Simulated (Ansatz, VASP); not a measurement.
This is a calculation of BeRu3 for Ansatz 0.2.0. Atoms were shifted at random by some hundredths of an Å from the given cell, which wasn't relaxed again for these runs. The cell comes from a database or a generator and needn't be the stable form of this composition.

File input.yaml:

```yaml
crystal:
  lattice:
    - [-1.805761, 1.805761, 3.953395]
    - [1.805761, -1.805761, 3.953395]
    - [1.805761, 1.805761, -3.953395]
  atoms:
    - { symbol: Ru, position: [0.495514, 0.49538, -0.009778] }
    - { symbol: Ru, position: [0.253213, 0.767322, 0.501898] }
    - { symbol: Ru, position: [0.756502, 0.236199, 0.494989] }
    - { symbol: Be, position: [-0.018625, -0.016652, -0.016214] }
hamiltonian:
  xc: pbe
  pseudopotentials: { kind: paw }
kpoints:
  mp_grid: { grid: [10, 10, 10] }
scf:
  occupations: { method: fermi_dirac, width: 0.05 }
output:
  forces: true
  stress: true
  eigenvalues: true
```

Potentials or basis: Ansatz PAW.

Launch:

```bash
$ ansatz run input.yaml --threads 2 --pin off --max-ram 5120MiB --backend cpu --events-out ev --progress --plain --runs-dir out
```

Task: Set up the same calculation for VASP 6.6.1. Potentials or basis there: PBE PAW files Be, Ru_pv, 520 eV.

Result: As run (cutoffs and basis follow the program's own potentials, and thresholds, step limits or extra output files can differ):

Contents of INCAR:

```
SYSTEM = BeRu3
  PREC = Accurate
  ENCUT = 520
  EDIFF = 1E-7
  ISMEAR = -1
  SIGMA = 0.05
  LREAL = .False.
  LASPH = .True.
  NELM = 100
  ALGO = Normal
  ISIF = 2
  LWAVE = .False.
  LCHARG = .True.
  GGA = PE
  LELF = .True.
  LVHAR = .True.
  NBANDS = 30
```

File KPOINTS:

```
regular mesh
0
Gamma
  10 10 10
  0 0 0
```

The input POSCAR:

```
BeRu3
1.0
   -1.8057610000      1.8057610000      3.9533950000
    1.8057610000     -1.8057610000      3.9533950000
    1.8057610000      1.8057610000     -3.9533950000
Ru Be
3 1
Direct
    0.4955140000      0.4953800000     -0.0097780000
    0.2532130000      0.7673220000      0.5018980000
    0.7565020000      0.2361990000      0.4949890000
   -0.0186250000     -0.0166520000     -0.0162140000
```

Potentials or basis: VASP PAW PBE potentials, release 64 (Ru_pv, Be).

The run is started by

```bash
$ cat potpaw_PBE.64/Ru_pv/POTCAR potpaw_PBE.64/Be/POTCAR > POTCAR
$ mpirun -np 1 vasp_std > vasp.out
```

Both were run:

|  | Ansatz | VASP |
| --- | --- | --- |
| Pressure | -1.1 GPa | -1.1 GPa |
| Largest force | 1.172 eV/Å | 1.183 eV/Å |

Ansatz's pressure holds a Pulay term of +0.07 GPa for its cutoff of 420 eV, which the other run lacks.

The potentials hold 50 and 44 valence electrons a cell.

Where Ansatz's input types no cutoff or centring, it takes its own default and a Γ-centred mesh.

Pressure is positive in compression.
